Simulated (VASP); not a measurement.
The input files of a VASP run:

### INCAR
```
SYSTEM = Mg3Sb2
PREC = Accurate; ENCUT = 500; LREAL = F
LASPH = T
EDIFF = 1E-6; NELM = 100; ALGO = Normal
LMAXMIX = 4
ISMEAR = 1; SIGMA = 0.1
IBRION = 2; NSW = 40; ISIF = 3
EDIFFG = -0.02; PSTRESS = 300
LWAVE = F; LCHARG = F
```

File KPOINTS:
```
Automatic mesh
0
Gamma
 9 9 5
```

**POSCAR**
```
Mg3Sb2
1
    2.0793582670    -3.6015551026     0.0000000000
    2.0793582670     3.6015551026     0.0000000000
    0.0000000000     0.0000000000     6.5133555594
Mg Sb
3 2
Direct
  0.0000000000   0.0000000000   0.0000000000
  0.3333330000   0.6666670000   0.6288218466
  0.6666670000   0.3333330000   0.3711781534
  0.3333330000   0.6666670000   0.2134254976
  0.6666670000   0.3333330000   0.7865745024
```

POTCAR, in this order: Mg Sb (LDA.64 set). Program: vasp_std.

Task: Write an equivalent input for Quantum ESPRESSO's pw.x.

Result: One equivalent input (not run):
```
&CONTROL
  calculation = 'vc-relax'
  pseudo_dir = './pseudo'
  outdir = './out'
  tprnfor = .true.
  tstress = .true.
  nstep = 40
  forc_conv_thr = 0.00078
/
&SYSTEM
  ibrav = 0
  nat = 5
  ntyp = 2
  ecutwfc = 84
  occupations = 'smearing'
  smearing = 'methfessel-paxton'
  degauss = 0.00735
  input_dft = 'pz'
/
&ELECTRONS
  conv_thr = 7.3e-08
  electron_maxstep = 100
/
&IONS
/
&CELL
  press = 300
/
ATOMIC_SPECIES
  Mg 24.305 Mg.upf
  Sb 121.760 Sb.upf
CELL_PARAMETERS angstrom
     2.0793583   -3.6015551    0.0000000
     2.0793583    3.6015551    0.0000000
     0.0000000    0.0000000    6.5133556
ATOMIC_POSITIONS crystal
  Mg   0.0000000  0.0000000  0.0000000
  Mg   0.3333330  0.6666670  0.6288218
  Mg   0.6666670  0.3333330  0.3711782
  Sb   0.3333330  0.6666670  0.2134255
  Sb   0.6666670  0.3333330  0.7865745
K_POINTS automatic
  9 9 5 0 0 0
```
Limits of the translation: the potentials are each code's own (VASP's PAW set, PseudoDojo norm-conserving files in pw.x), so ENCUT and ecutwfc are chosen apart and not converted; conv_thr bounds pw.x's estimated SCF error, while EDIFF bounds the energy change between steps; forc_conv_thr acts on force components and is met together with etot_conv_thr.

The compound is Mg3Sb2 in the a-la2o3 structure. This run relaxes it under an external pressure of 30 GPa. Symmetry was kept, so distortions that lower it aren't found.
